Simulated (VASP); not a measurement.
## Si2Mo: how cutoff and mesh change the relaxed cell

How far does the relaxed cell of Si2Mo depend on cutoff and k mesh? The starting structure is a measured crystal structure from the Crystallography Open Database. The first relaxation on each setting starts from this cell expanded by 3 % in volume.

Method: Kohn-Sham DFT with plane waves and PAW; PBEsol, in VASP 6.6.1.

The database entry behind the starting cell is an old determination (1927), so it need not match the best structure at ambient conditions.

## Step 1: Starting point

It takes space group I4/mmm (No. 139, tetragonal). Conventional cell: a = 3.200 Å, b = 3.200 Å, c = 7.861 Å, α = 90.00°, β = 90.00°, γ = 90.00°. Mo has 10 Si at 2.62 Å nearest. Nearest to Si lie 5 Si at 2.61 to 2.63 Å and 5 Mo at 2.62 Å. Farther neighbours are not listed.

As a file:

```xyz
3
Lattice="-3.2000 0.0000 0.0000 0.0000 3.2000 0.0000 1.6000 -1.6000 -3.9305" Properties=species:S:1:pos:R:3 pbc="T T T"
Mo    0.0000    0.0000    0.0000
Si    0.0000    0.0000   -2.6177
Si   -1.6000    1.6000   -1.3128
```

## Step 2: Reference relaxation

This run starts from the cell of an earlier relaxation, which isn't shown; the restart sets up the plane waves anew.

INCAR

```
SYSTEM = Si2Mo
PREC = Accurate
ENCUT = 450
EDIFF = 1E-06
NELM = 100
ISMEAR = 0
SIGMA = 0.05
LREAL = .FALSE.
ALGO = Normal
GGA = PS
NBANDS = 17
LASPH = .TRUE.
LORBIT = 11
LWAVE = .FALSE.
LCHARG = .FALSE.
KPAR = 8
IBRION = 2
NSW = 50
ISIF = 3
EDIFFG = -0.006
```

POSCAR

```
Si2Mo
1.0
   -3.1916577172      0.0000000000      0.0000000000
    0.0000000000      3.1916577172      0.0000000000
    1.5958288586     -1.5958288586     -3.9132978112
Mo Si
1 2
Direct
    0.0000000000      0.0000000000      0.0000000000
    0.3349691893      0.3349691893      0.6699383786
    0.6650308107      0.6650308107      0.3300616214
```

KPOINTS

```
Automatic mesh
0
Gamma
12 12 12
0 0 0
```

The projector-augmented-wave data sets are Mo_sv and Si (PBE family, release 64).

On the command line:

```bash
> mpirun -np 8 vasp_std
```

Output:

```text
[banner, memory and clock lines left out]
running    8 mpi-ranks, on    1 nodes
 distrk:  each k-point on    1 cores,    8 groups
 distr:  one band on    1 cores,    1 groups

 POSCAR found type information on POSCAR MoSi
 POSCAR found :  2 types and       3 ions
|                                                                             |
|           W    W    AA    RRRRR   N    N  II  N    N   GGGG   !!!           |
|           W    W   A  A   R    R  NN   N  II  NN   N  G    G  !!!           |
|           W    W  A    A  R    R  N N  N  II  N N  N  G       !!!           |
|           W WW W  AAAAAA  RRRRR   N  N N  II  N  N N  G  GGG   !            |
|           WW  WW  A    A  R   R   N   NN  II  N   NN  G    G                |
|           W    W  A    A  R    R  N    N  II  N    N   GGGG   !!!           |
|                                                                             |
|     For optimal performance we recommend to set                             |
|       NCORE = 2 up to number-of-cores-per-socket                            |
|     NCORE specifies how many cores store one orbital (NPAR=cpu/NCORE).      |
|     This setting can greatly improve the performance of VASP for DFT.       |
|     The default, NCORE=1 might be grossly inefficient on modern             |
|     multi-core architectures or massively parallel machines. Do your        |
|     Unfortunately you need to use the default for GW and RPA                |
|     calculations (for HF NCORE is supported but not extensively tested      |
|     yet).                                                                   |
|                                                                             |

|                                                                             |
|               ----> ADVICE to this user running VASP <----                  |
|                                                                             |
|     You enforced a specific xc type in the INCAR file but a different       |
|     [... a line on the potential file left out ...]
|     I HOPE YOU KNOW WHAT YOU ARE DOING!                                     |
|                                                                             |

 LDA part: xc-table for (Slater+PW92), standard interpolation
 POSCAR, INCAR and KPOINTS ok, starting setup
 FFT: planning ... GRIDC
 FFT: planning ... GRID_SOFT
 FFT: planning ... GRID
 WAVECAR not read
 entering main loop
       N       E                     dE             d eps       ncg     rms          rms(c)
DAV:   1     0.106058948786E+03    0.10606E+03   -0.10474E+04  5550   0.110E+03
DAV:   2    -0.236523203050E+02   -0.12971E+03   -0.12745E+03  6950   0.290E+02
DAV:   3    -0.260372052433E+02   -0.23849E+01   -0.23622E+01  6752   0.359E+01
DAV:   4    -0.260491675000E+02   -0.11962E-01   -0.11958E-01  7048   0.289E+00
DAV:   5    -0.260492463096E+02   -0.78810E-04   -0.78803E-04  6812   0.227E-01    0.230E+01
DAV:   6    -0.252524965720E+02    0.79675E+00   -0.62522E+00  5985   0.166E+01    0.504E+00
DAV:   7    -0.251214857153E+02    0.13101E+00   -0.93346E-01  5834   0.590E+00    0.474E+00
DAV:   8    -0.250798282045E+02    0.41658E-01   -0.11836E-01  6002   0.257E+00    0.453E-01
DAV:   9    -0.250787379808E+02    0.10902E-02   -0.22766E-03  6989   0.379E-01    0.241E-01
DAV:  10    -0.250786305261E+02    0.10745E-03   -0.58349E-04  6275   0.210E-01    0.617E-02
DAV:  11    -0.250786179139E+02    0.12612E-04   -0.19864E-04  6091   0.105E-01    0.392E-02
DAV:  12    -0.250786140833E+02    0.38306E-05   -0.29962E-05  5927   0.386E-02    0.811E-03
DAV:  13    -0.250786136009E+02    0.48246E-06   -0.91494E-07  3182   0.867E-03
   1 F= -.25078614E+02 E0= -.25078355E+02  d E =-.250786E+02
 curvature:   0.00 expect dE= 0.000E+00 dE for cont linesearch  0.000E+00
 trial: gam= 0.00000 g(F)=  0.301E-06 g(S)=  0.152E-04 ort = 0.000E+00 (trialstep = 0.100E+01)
 search vector abs. value=  0.155E-04
 bond charge predicted
       N       E                     dE             d eps       ncg     rms          rms(c)
DAV:   1    -0.250787846942E+02   -0.17061E-03   -0.37845E-03  5826   0.624E-01    0.165E-01
DAV:   2    -0.250786373431E+02    0.14735E-03   -0.13718E-03  5798   0.268E-01    0.402E-02
DAV:   3    -0.250786102635E+02    0.27080E-04   -0.12614E-04  5750   0.621E-02    0.125E-02
DAV:   4    -0.250786080286E+02    0.22350E-05   -0.94437E-06  5961   0.274E-02    0.847E-03
DAV:   5    -0.250786085756E+02   -0.54701E-06   -0.50434E-07  2934   0.655E-03
   2 F= -.25078609E+02 E0= -.25078347E+02  d E =0.502531E-05
 trial-energy change:    0.000005  1 .order    0.000006   -0.000015    0.000027
 step:   0.3644(harm=  0.3644)  dis= 0.00003  next Energy=   -25.078616 (dE=-0.282E-05)
 bond charge predicted
       N       E                     dE             d eps       ncg     rms          rms(c)
DAV:   1    -0.250786892964E+02   -0.81268E-04   -0.15258E-03  5810   0.396E-01    0.105E-01
DAV:   2    -0.250786302602E+02    0.59036E-04   -0.56222E-04  5775   0.171E-01    0.259E-02
DAV:   3    -0.250786185336E+02    0.11727E-04   -0.52280E-05  5738   0.400E-02    0.808E-03
DAV:   4    -0.250786171511E+02    0.13825E-05   -0.38804E-06  5696   0.174E-02    0.533E-03
DAV:   5    -0.250786168701E+02    0.28101E-06   -0.20887E-07  2832   0.420E-03
   3 F= -.25078617E+02 E0= -.25078358E+02  d E =-.326922E-05
 curvature:  -0.18 expect dE=-0.696E-08 dE for cont linesearch -0.352E-08
 trial: gam=-0.03290 g(F)=  0.599E-08 g(S)=  0.322E-07 ort = 0.547E-06 (trialstep = 0.873E+00)
 search vector abs. value=  0.190E-07
 reached required accuracy - stopping structural energy minimisation
```

Wall time 25 s (8 MPI ranks of AMD EPYC 7R43, shared host); peak memory 1.6 GiB.

Lines that name or quote the potential files are left out of all logs, and their timing lines are given in words.

Parts of OUTCAR (step 2):

```text
ion  position               nearest neighbor table
   1  0.000  0.000  0.000-   2 2.60   3 2.60   3 2.60   3 2.60   2 2.60   2 2.60   3 2.60   2 2.60
                             3 2.62   2 2.62
   2  0.335  0.335  0.670-   3 2.58   1 2.60   1 2.60   1 2.60   1 2.60   3 2.62   3 2.62   3 2.62
                             3 2.62   1 2.62
   3  0.665  0.665  0.330-   2 2.58   1 2.60   1 2.60   1 2.60   1 2.60   2 2.62   2 2.62   2 2.62
                             2 2.62   1 2.62

  LATTYP: Found a body centered tetragonal cell.
 ALAT       =     3.1916577172
 C/A-ratio  =     2.4522039379

 Subroutine GETGRP returns: Found 16 space group operations
 (whereof 16 operations were pure point group operations)

The static configuration has the point symmetry D_4h.

 Found    163 irreducible k-points:

   k-points           NKPTS =    163   k-points in BZ     NKDIM =    163   number of bands    NBANDS=     17

   dimension x,y,z NGX =    24 NGY =   24 NGZ =   32
   dimension x,y,z NGXF=    48 NGYF=   48 NGZF=   64

   ENCUT  =  450.0 eV  33.07 Ry    5.75 a.u.   5.52  5.52  7.81*2*pi/ulx,y,z

   NELECT =      22.0000    total number of electrons

 k-points in reciprocal lattice and weights: Automatic mesh
   0.00000000  0.00000000  0.00000000       0.001
   0.08333333  0.00000000 -0.00000000       0.005
   0.16666667  0.00000000 -0.00000000       0.005
   0.25000000  0.00000000 -0.00000000       0.005
   0.33333333  0.00000000  0.00000000       0.005
   0.41666667  0.00000000  0.00000000       0.005
   0.50000000  0.00000000 -0.00000000       0.002
   0.08333333  0.08333333 -0.00000000       0.005
   0.16666667  0.08333333 -0.00000000       0.009
[...]
0.08333333  0.08333333  0.41666667       0.002
   0.00000000  0.00000000  0.50000000       0.001

 average (electrostatic) potential at core
       1 -68.7999       2 -77.0713       3 -77.0713

 E-fermi :  12.3098

 k-point     1 :       0.0000    0.0000    0.0000
  band No.  band energies     occupation
    ...
      6       5.8582      2.00000
      7       8.9201      2.00000
      8       9.1839      2.00000
      9       9.6793      2.00000
     10       9.6793      2.00000
     11      12.7005      0.00000
     12      15.4518      0.00000
     13      15.5435      0.00000
     14      15.8776      0.00000
     15      15.8776      0.00000
    ...

 k-point     2 :       0.0833    0.0000   -0.0000
  band No.  band energies     occupation
    ...
      7       8.4628      2.00000
      8       9.1969      2.00000
      9       9.7637      2.00000
     10       9.9185      2.00000
     11      12.3198      0.77744
     12      15.0257      0.00000
     13      15.2999      0.00000
     14      15.7682      0.00000
     15      16.2671      0.00000
     16      16.7995      0.00000
    ...

 k-point     3 :       0.1667    0.0000   -0.0000
  band No.  band energies     occupation
    ...
      7       7.7307      2.00000
      8       9.1569      2.00000
      9      10.0016      2.00000
     10      10.1362      2.00000
     11      11.5987      2.00000
     12      14.2642      0.00000
     13      14.6811      0.00000
     14      16.4021      0.00000
     15      16.6500      0.00000
     16      17.2158      0.00000
    ...

  Total        0.0000935      0.0000935     -0.0014088      0.0000000     -0.0000000     -0.0000000
  in kB        0.0037590      0.0037590     -0.0566392      0.0000000     -0.0000000     -0.0000000
  external PRESSURE =      -0.0163737 kB  Pullay stress =       0.0000000 kB

  energy-cutoff  :      450.00
  volume of cell :       39.85
      direct lattice vectors                 reciprocal lattice vectors
    -3.191405406  0.000000000 -0.000000000    -0.313341576  0.000000000 -0.127787490
     0.000000000  3.191405406  0.000000000     0.000000000  0.313341576 -0.127787490
     1.595702703 -1.595702703 -3.912746080     0.000000000  0.000000000 -0.255574980

 POSITION                                       TOTAL-FORCE (eV/Angst)
 -----------------------------------------------------------------------------------
     -0.00000      0.00000     -0.00000         0.000000      0.000000      0.000000
      0.00000     -0.00000     -2.62133        -0.000000      0.000000     -0.000249
     -1.59570      1.59570     -1.29142         0.000000     -0.000000      0.000249
 -----------------------------------------------------------------------------------
    total drift:                               -0.000000     -0.000000      0.000000

  FREE ENERGIE OF THE ION-ELECTRON SYSTEM (eV)
  ---------------------------------------------------
  free  energy   TOTEN  =       -25.0786168701 eV

  energy  without entropy=      -25.0780981791  energy(sigma->0) =      -25.07835752

 reached required accuracy - stopping structural energy minimisation

 total charge
# of ion       s       p       d       tot
------------------------------------------
    1        2.290   6.212   4.212  12.715
    2        0.742   0.883   0.000   1.625
    3        0.742   0.883   0.000   1.625
--------------------------------------------------
tot          3.774   7.978   4.212  15.964

[... 3 further parts left out ...]
```

CONTCAR:

```
Si2Mo
   1.00000000000000
    -3.1914054062117181    0.0000000000000000   -0.0000000000000000
     0.0000000000000000    3.1914054062117181    0.0000000000000000
     1.5957027031058590   -1.5957027031058590   -3.9127460801350673
  Mo              Si
     1     2
Direct
     0.0000000000000000    0.0000000000000000    0.0000000000000000
     0.3349731538593207    0.3349731538593207    0.6699463077186485
     0.6650268461406793    0.6650268461406793    0.3300536922813516
```

The PAW data sets were made with PBE, which is usual practice but a small mismatch for other functionals. The run keeps the 16 symmetry operations of its start, so it cannot find a distortion of lower symmetry.

The reference relaxation ends at 13.284 Å³ an atom.

## Step 3: Relaxation with a cutoff of 250 eV

Against step 2 the input has ENCUT = 250. This run starts from the cell of an earlier relaxation, which isn't shown; the restart sets up the plane waves anew.

INCAR: that of step 2 with these lines changed.

```diff
@@ -2,3 +2,3 @@
 PREC = Accurate
-ENCUT = 450
+ENCUT = 250
 EDIFF = 1E-06
```

POSCAR

```
Si2Mo
1.0
   -3.1849953791      0.0000000000      0.0000000000
    0.0000000000      3.1849953791      0.0000000000
    1.5924976896     -1.5924976896     -3.9076411693
Mo Si
1 2
Direct
    0.0000000000      0.0000000000      0.0000000000
    0.3348323921      0.3348323921      0.6696647842
    0.6651676079      0.6651676079      0.3303352158
```

KPOINTS is that of step 2.

On the command line:

```bash
> mpirun -np 8 vasp_std
```

Output:

```text
[banner, memory and clock lines left out]
running    8 mpi-ranks, on    1 nodes
[...]
[... a notice as in an earlier step ...]

 [... a notice as in an earlier step ...]

 LDA part: xc-table for (Slater+PW92), standard interpolation
 POSCAR, INCAR and KPOINTS ok, starting setup
[...]
entering main loop
       N       E                     dE             d eps       ncg     rms          rms(c)
DAV:   1     0.463836420556E+02    0.46384E+02   -0.76945E+03  6439   0.703E+02
DAV:   2    -0.250781161608E+02   -0.71462E+02   -0.70268E+02  7355   0.202E+02
DAV:   3    -0.259944963611E+02   -0.91638E+00   -0.91210E+00  6387   0.206E+01
DAV:   4    -0.259980598116E+02   -0.35635E-02   -0.35611E-02  7338   0.141E+00
[...]
DAV:  11    -0.250344836734E+02    0.13051E-04   -0.17174E-04  6176   0.946E-02    0.370E-02
DAV:  12    -0.250344807093E+02    0.29641E-05   -0.27568E-05  5926   0.365E-02    0.788E-03
DAV:  13    -0.250344801796E+02    0.52974E-06   -0.10007E-06  3098   0.872E-03
   1 F= -.25034480E+02 E0= -.25034256E+02  d E =-.250345E+02
[... from here on, the cycles between the ionic steps are left out ...]
   2 F= -.25033084E+02 E0= -.25032863E+02  d E =0.139605E-02
   3 F= -.25034946E+02 E0= -.25034723E+02  d E =-.466194E-03
   4 F= -.25034946E+02 E0= -.25034723E+02  d E =-.466048E-03
   5 F= -.25034952E+02 E0= -.25034736E+02  d E =-.578229E-05
 trial-energy change:   -0.000006  1 .order   -0.000006   -0.000014    0.000002
 step:   0.7701(harm=  0.7701)  dis= 0.00036  next Energy=   -25.034952 (dE=-0.619E-05)
 reached required accuracy - stopping structural energy minimisation
```

It took 17 s on 8 MPI ranks; peak memory 0.93 GiB.

From OUTCAR (step 3):

```text
  Total        0.0017061      0.0017061     -0.0104740      0.0000000     -0.0000000      0.0000000
  in kB        0.0692230      0.0692230     -0.4249767      0.0000000     -0.0000000      0.0000000
  external PRESSURE =      -0.0955102 kB  Pullay stress =       0.0000000 kB

 POSITION                                       TOTAL-FORCE (eV/Angst)
 -----------------------------------------------------------------------------------
     -0.00000     -0.00000     -0.00000         0.000000      0.000000      0.000000
      0.00000     -0.00000     -2.61360        -0.000000      0.000000      0.001249
     -1.59028      1.59028     -1.28988         0.000000     -0.000000     -0.001249
 -----------------------------------------------------------------------------------
    total drift:                                0.000000      0.000000     -0.000000

  FREE ENERGIE OF THE ION-ELECTRON SYSTEM (eV)
  ---------------------------------------------------
  free  energy   TOTEN  =       -25.0349520096 eV

  energy  without entropy=      -25.0345192970  energy(sigma->0) =      -25.03473565

[... 2 parts as in an earlier step ...]

[... 2 further parts left out ...]
[key lines of the parts left out:]
E-fermi :  12.4691
```

With a cutoff of 250 eV the cell ends at 13.162 Å³ an atom, -0.91 % from the reference.

## Step 4: Relaxation with a 6×6×6 mesh

Against step 2 the input has a 6×6×6 mesh. This run starts from the cell of an earlier relaxation, which isn't shown; the restart sets up the plane waves anew.

INCAR: that of step 3 with these lines changed.

```diff
@@ -2,3 +2,3 @@
 PREC = Accurate
-ENCUT = 250
+ENCUT = 450
 EDIFF = 1E-06
```

POSCAR

```
Si2Mo
1.0
   -3.1910940751      0.0000000000      0.0000000000
    0.0000000000      3.1910940751      0.0000000000
    1.5955470376     -1.5955470376     -3.9124267001
Mo Si
1 2
Direct
    0.0000000000      0.0000000000      0.0000000000
    0.3348151635      0.3348151635      0.6696303269
    0.6651848365      0.6651848365      0.3303696731
```

KPOINTS

```
Automatic mesh
0
Gamma
6 6 6
0 0 0
```

On the command line:

```bash
> mpirun -np 8 vasp_std
```

Output:

```text
[... set-up lines as in an earlier step ...]
 entering main loop
       N       E                     dE             d eps       ncg     rms          rms(c)
DAV:   1     0.103816733993E+03    0.10382E+03   -0.10455E+04  1020   0.110E+03
DAV:   2    -0.237080829283E+02   -0.12752E+03   -0.12551E+03  1292   0.287E+02
DAV:   3    -0.260390267158E+02   -0.23309E+01   -0.23224E+01  1256   0.353E+01
DAV:   4    -0.260505774505E+02   -0.11551E-01   -0.11543E-01  1311   0.287E+00
[...]
DAV:  11    -0.250860642626E+02    0.11368E-04   -0.14702E-04  1137   0.921E-02    0.342E-02
DAV:  12    -0.250860621180E+02    0.21446E-05   -0.19077E-05  1112   0.313E-02    0.658E-03
DAV:  13    -0.250860616824E+02    0.43564E-06   -0.68674E-07   580   0.757E-03
   1 F= -.25086062E+02 E0= -.25086062E+02  d E =-.250861E+02
[...]
N       E                     dE             d eps       ncg     rms          rms(c)
DAV:   1    -0.250861875223E+02   -0.12540E-03   -0.28096E-03  1077   0.538E-01    0.142E-01
DAV:   2    -0.250860766439E+02    0.11088E-03   -0.96921E-04  1084   0.227E-01    0.326E-02
DAV:   3    -0.250860593722E+02    0.17272E-04   -0.78912E-05  1070   0.493E-02    0.107E-02
DAV:   4    -0.250860578340E+02    0.15382E-05   -0.67029E-06  1118   0.227E-02    0.739E-03
DAV:   5    -0.250860583046E+02   -0.47058E-06   -0.36525E-07   525   0.555E-03
   2 F= -.25086058E+02 E0= -.25086058E+02  d E =0.337784E-05
 trial-energy change:    0.000003  1 .order    0.000004   -0.000011    0.000020
 step:   0.3658(harm=  0.3658)  dis= 0.00002  next Energy=   -25.086064 (dE=-0.207E-05)
[...]
N       E                     dE             d eps       ncg     rms          rms(c)
DAV:   1    -0.250861171931E+02   -0.59359E-04   -0.11262E-03  1075   0.341E-01    0.899E-02
DAV:   2    -0.250860729962E+02    0.44197E-04   -0.39347E-04  1081   0.145E-01    0.209E-02
DAV:   3    -0.250860655327E+02    0.74634E-05   -0.32240E-05  1062   0.315E-02    0.693E-03
DAV:   4    -0.250860644850E+02    0.10477E-05   -0.26404E-06   820   0.145E-02    0.469E-03
DAV:   5    -0.250860642308E+02    0.25415E-06   -0.25945E-07   518   0.495E-03
   3 F= -.25086064E+02 E0= -.25086064E+02  d E =-.254842E-05
[...]
reached required accuracy - stopping structural energy minimisation
```

Wall time 11 s (8 MPI ranks); peak memory 1.1 GiB.

OUTCAR, selected parts (step 4):

```text
  Total       -0.0011260     -0.0011260     -0.0019597      0.0000000     -0.0000000      0.0000000
  in kB       -0.0452928     -0.0452928     -0.0788296      0.0000000     -0.0000000      0.0000000
  external PRESSURE =      -0.0564717 kB  Pullay stress =       0.0000000 kB

 POSITION                                       TOTAL-FORCE (eV/Angst)
 -----------------------------------------------------------------------------------
      1.59544      1.59544     -3.91196        -0.000000      0.000000      0.000000
     -0.00000      0.00000     -2.61958        -0.000000      0.000000      0.000106
     -1.59544      1.59544     -1.29237         0.000000     -0.000000     -0.000106
 -----------------------------------------------------------------------------------
    total drift:                               -0.000000      0.000000      0.000000

  FREE ENERGIE OF THE ION-ELECTRON SYSTEM (eV)
  ---------------------------------------------------
  free  energy   TOTEN  =       -25.0860642308 eV

  energy  without entropy=      -25.0860642187  energy(sigma->0) =      -25.08606422

[... 1 part as in an earlier step ...]

[... 3 further parts left out ...]
[key lines of the parts left out:]
E-fermi :  12.3505
```

With a 6×6×6 mesh the cell ends at 13.277 Å³ an atom, -0.05 % from the reference.

[end of part 1 of 2]

[Lines on the potential files, build, host, timing and source positions are cut from VASP's logs without a mark.]

[Logs are printed without paths, hosts, clocks, repeated set-up lines and the standing remarks that a program may print on its own settings, such as how far it seeks lower states.]

[Hosts, paths, dates, database ids (printed as entryN), source tags and the programs' standing remarks are cut or masked in the printed files.]
